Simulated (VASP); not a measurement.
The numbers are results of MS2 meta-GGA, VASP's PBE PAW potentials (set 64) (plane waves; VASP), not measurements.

VASP input:

### KPOINTS_OPT
```
k-points along high-symmetry lines
6
Line-mode
Reciprocal
  0.000000   0.000000   0.000000 ! GAMMA
  0.000000   0.500000   0.000000 ! M

  0.000000   0.500000   0.000000 ! M
 -0.333333   0.666667   0.000000 ! K

 -0.333333   0.666667   0.000000 ! K
  0.000000   0.000000   0.000000 ! GAMMA

  0.000000   0.000000   0.000000 ! GAMMA
  0.000000   0.000000   0.500000 ! A

  0.000000   0.000000   0.500000 ! A
  0.000000   0.500000   0.500000 ! L

  0.000000   0.500000   0.500000 ! L
 -0.333333   0.666667   0.500000 ! H

 -0.333333   0.666667   0.500000 ! H
  0.000000   0.000000   0.500000 ! A

  0.000000   0.500000   0.500000 ! L
  0.000000   0.500000   0.000000 ! M

 -0.333333   0.666667   0.500000 ! H
 -0.333333   0.666667   0.000000 ! K
```

**KPOINTS**
```
Automatic
0
gamma
 13 13 8
```

**POSCAR**
```
Dy
3.5807820
  0.5000000583  -0.8660254494   0.0000000000
  0.5000000583   0.8660254494   0.0000000000
  0.0000000000   0.0000000000   1.5350215252
Dy
2
Cartesian
  0.5000000583   0.2886757272   0.3837553813
  0.5000000583  -0.2886757272   1.1512661439
```

INCAR:
```
! general
SYSTEM   =  Dy
PREC     =  Accurate
ENCUT    =  520
LREAL    =  .FALSE.
LASPH    =  .TRUE.

! electronic loop
EDIFF    =  1E-7
NELM     =  100
ALGO     =  Normal
LMAXMIX  =  6
LMIXTAU  =  .TRUE.

! smearing
ISMEAR   =  -5

! functional
METAGGA  =  MS2

! ions
ISIF     =  2

! output
LWAVE    =  .FALSE.
LCHARG   =  .FALSE.
LORBIT   =  11
NEDOS    =  601
```

POTCAR, in this order: Dy_3 (PBE.64 set). Program: vasp_std.

What VASP printed:

OSZICAR:
```
       N       E                     dE             d eps       ncg     rms          rms(c)
DAV:   1     0.742738062215E+02    0.74274E+02   -0.90589E+03  2730   0.130E+03
DAV:   2     0.152049640738E+02   -0.59069E+02   -0.58165E+02  2745   0.325E+02
DAV:   3     0.118828966084E+02   -0.33221E+01   -0.31071E+01  3739   0.430E+01
DAV:   4     0.117600911339E+02   -0.12281E+00   -0.12080E+00  3342   0.894E+00
DAV:   5     0.117552662997E+02   -0.48248E-02   -0.48102E-02  3954   0.126E+00    0.340E+01
DAV:   6     0.166667286298E+02    0.49115E+01   -0.52484E+00  2730   0.260E+01    0.146E+01
DAV:   7     0.187007021147E+02    0.20340E+01   -0.17777E+00  3451   0.143E+01    0.804E-01
DAV:   8     0.183299123984E+02   -0.37079E+00   -0.24005E-01  3205   0.565E+00    0.179E+00
DAV:   9     0.184400650911E+02    0.11015E+00   -0.17701E-01  2735   0.438E+00    0.214E+00
DAV:  10     0.183344390435E+02   -0.10563E+00   -0.51582E-02  2740   0.277E+00    0.121E+00
DAV:  11     0.183124167254E+02   -0.22022E-01   -0.26195E-02  2740   0.220E+00    0.224E-01
DAV:  12     0.183142234152E+02    0.18067E-02   -0.48857E-03  2910   0.804E-01    0.124E-01
DAV:  13     0.183106780181E+02   -0.35454E-02   -0.65510E-03  2735   0.967E-01    0.474E-02
DAV:  14     0.183119870133E+02    0.13090E-02   -0.10231E-02  2740   0.132E+00    0.104E-01
DAV:  15     0.183116395237E+02   -0.34749E-03   -0.33084E-03  2770   0.550E-01    0.989E-02
DAV:  16     0.183114867205E+02   -0.15280E-03   -0.23658E-04  3145   0.169E-01    0.382E-02
DAV:  17     0.183114469047E+02   -0.39816E-04   -0.35091E-05  3030   0.659E-02    0.301E-02
DAV:  18     0.183114832372E+02    0.36333E-04   -0.57226E-05  2830   0.990E-02    0.758E-03
DAV:  19     0.183114287299E+02   -0.54507E-04   -0.14338E-04  2785   0.115E-01    0.103E-03
DAV:  20     0.183114262477E+02   -0.24822E-05   -0.80524E-06  2850   0.350E-02    0.282E-03
DAV:  21     0.183114262291E+02   -0.18594E-07   -0.11232E-06  3045   0.122E-02    0.243E-03
DAV:  22     0.183114271671E+02    0.93801E-06   -0.19590E-06  2830   0.178E-02    0.875E-04
DAV:  23     0.183114278775E+02    0.71042E-06   -0.18408E-07  3496   0.496E-03    0.452E-04
DAV:  24     0.183114277582E+02   -0.11936E-06   -0.30861E-07  2850   0.684E-03    0.324E-04
DAV:  25     0.183114276661E+02   -0.92061E-07   -0.25972E-07  2805   0.508E-03
   1 F= 0.18311428E+02 E0= 0.18311428E+02  d E =0.000000E+00
       N       E                     dE             ncg
```

File OUTCAR:
```
------------------------ aborting loop because EDIFF is reached ----------------------------------------
  FORCE on cell =-STRESS in cart. coord.  units (eV):
  Direction    XX          YY          ZZ          XY          YZ          ZX
  --------------------------------------------------------------------------------------
  Total       -0.0843297     -0.0843296      0.1893109      0.0000000      0.0000000      0.0000000
  in kB       -2.2136659     -2.2136656      4.9694382      0.0000000      0.0000000      0.0000000
  external PRESSURE =       0.1807022 kB  Pullay stress =       0.0000000 kB
  volume of cell :       61.03
      direct lattice vectors                 reciprocal lattice vectors
     1.790391209 -3.101048341  0.000000000     0.279268574 -0.161235797  0.000000000
     1.790391209  3.101048341  0.000000000     0.279268574  0.161235797  0.000000000
     0.000000000  0.000000000  5.496577447     0.000000000  0.000000000  0.181931395
 POSITION                                       TOTAL-FORCE (eV/Angst)
 -----------------------------------------------------------------------------------
      1.79039      1.03368      1.37414         0.000000      0.000000      0.000000
      1.79039     -1.03368      4.12243        -0.000000     -0.000000      0.000000
 -----------------------------------------------------------------------------------
    total drift:                                0.000000      0.000111     -0.000010
  FREE ENERGIE OF THE ION-ELECTRON SYSTEM (eV)
  ---------------------------------------------------
  free  energy   TOTEN  =        18.3114276661 eV

  energy  without entropy=       18.3114276661  energy(sigma->0) =       18.31142767

 total charge

# of ion       s       p       d       tot
------------------------------------------
    1        0.434   6.395   1.234   8.064
    2        0.434   6.395   1.234   8.064
--------------------------------------------------
tot          0.869  12.791   2.469  16.128
```
(Selected blocks of OUTCAR.)

The 4f electrons are frozen in the core of the lanthanide potential, so 4f levels, which can set the real gap, and their magnetism are missing. For a metal the tetrahedron method with Blöchl corrections gives inexact stress and forces.

The compound is Dy in the hcp structure. It was relaxed first.
